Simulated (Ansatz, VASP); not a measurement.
Two plane-wave programs on Li2GeN

File INCAR:

```
SYSTEM = Li2GeN
PREC     = Accurate       ! precision mode
ENCUT    = 520            ! plane-wave cutoff, eV
EDIFF    = 1E-6           ! SCF threshold, eV
ISMEAR   = 0              ! smearing method
SIGMA    = 0.1            ! smearing width, eV
LREAL    = .False.        ! projectors in reciprocal space
LASPH    = .True.         ! aspherical terms in the spheres
NELM     = 100            ! most SCF steps
ALGO     = Normal         ! electronic algorithm
ISIF     = 2              ! what is computed and relaxed
LWAVE    = .False.        ! write WAVECAR
LCHARG   = .False.        ! write CHGCAR
GGA      = PE             ! functional
NBANDS   = 20             ! bands
```

The input KPOINTS:

```
regular mesh
0
Gamma
  6 6 4
  0 0 0
```

Contents of POSCAR:

```
Li2GeN
1.0
    3.0485206300      0.0000000000      0.0000000000
   -1.5242603200      2.6400963100      0.0000000000
    0.0000000000      0.0000000000      6.5037364300
Li Ge N
2 1 1
Direct
    0.0000000000      0.0000000000      0.7495225500
    0.0000000000      0.0000000000      0.2504774500
    0.0000000000      0.0000000000      0.0000000000
    0.0000000000      0.0000000000      0.5000000000
```

Input for Ansatz:

```yaml
crystal:
  lattice:
    - [3.04852063, 0.0, 0.0]
    - [-1.52426032, 2.64009631, 0.0]
    - [0.0, 0.0, 6.50373643]
  atoms:
    - { symbol: Li, position: [0.0, 0.0, 0.74952255] }
    - { symbol: Li, position: [0.0, 0.0, 0.25047745] }
    - { symbol: Ge, position: [0.0, 0.0, 0.0] }
    - { symbol: "N", position: [0.0, 0.0, 0.5] }
basis:
  ecutwfc: 420
kpoints:
  mp_grid: { grid: [6, 6, 4] }
hamiltonian:
  xc: pbe
scf:
  occupations: { method: gaussian, width: 0.1 }
  lower_state_search: "off"
output:
  forces: true
  stress: true
  eigenvalues: true
```

Alike in both runs: task single point; functional PBE; k mesh 6 × 6 × 4; occupations gaussian, width 0.1 eV; no spin polarisation.

|  | VASP | Ansatz |
| --- | --- | --- |
| version | VASP 6.6.1 | Ansatz 0.2.0 |
| potentials or method | VASP PAW PBE potentials, release 64 (Li_sv, Ge_d, N) | scalar-relativistic, plane waves, PAW |
| plane-wave cutoff (eV) | 520 | 420 |
| valence electrons in the cell | 25 | 25 |

```csv
,VASP,Ansatz,Ansatz less VASP
gap on the k mesh at the Fermi level (eV),none,none,-
rms of the force components (eV/Å),3.772,3.837,+0.0647
```

Atom by atom the forces differ by 0.065 eV/Å (rms over components). A gap of «none» marks a metal or a gap that the smearing closes.

Caveats: the k mesh is coarse (spacing up to 0.40 Å⁻¹), so the values aren't converged; forces of over 1 eV/Å show positions far from the minimum, so gaps and moduli don't describe the material at rest.
